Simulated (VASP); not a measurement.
```
Au
1.0
    0.00000     2.04000     2.04000
    2.04000     0.00000     2.04000
    2.04000     2.04000     0.00000
Au
1
Direct
  0.00000   0.00000   0.00000
```

These are LDA (Ceperley-Alder, Perdew-Zunger), VASP's LDA PAW potentials (set 64) (plane waves; VASP) values and carry that method's errors. Run with 400 eV cut-off, 14×14×14 Γ-centred mesh, first-order Methfessel-Paxton smearing of 0.10 eV, potentials Au.

Energy and stress use the plane-wave basis of the starting cell.

The ions, cell shape and volume are relaxed. Which structure does the run end with?

```
Au
1.0
    0.00000     2.02601     2.02601
    2.02601     0.00000     2.02601
    2.02601     2.02601     0.00000
Au
1
Direct
  0.00000   0.00000   0.00000
```
Space group Fm-3m (225), at a tolerance of 0.03 Å.

How do energy and volume change from the first to the last step?

The energy (σ→0) changes by -4.3 meV/atom and the volume by -2.0 %, in 3 ionic steps.

| step | E(σ→0) (eV) | max force (eV/Å) | pressure (GPa) | volume (Å³) |
|---|---|---|---|---|
| 1 | -4.4390 | 0.000 | -3.88 | 16.98 |
| 2 | -4.4269 | 0.000 | 8.59 | 15.99 |
| 3 | -4.4433 | 0.000 | -0.05 | 16.63 |

The compound is Au in the fcc structure. This run relaxes it. Symmetry was kept, so distortions that lower it aren't found.
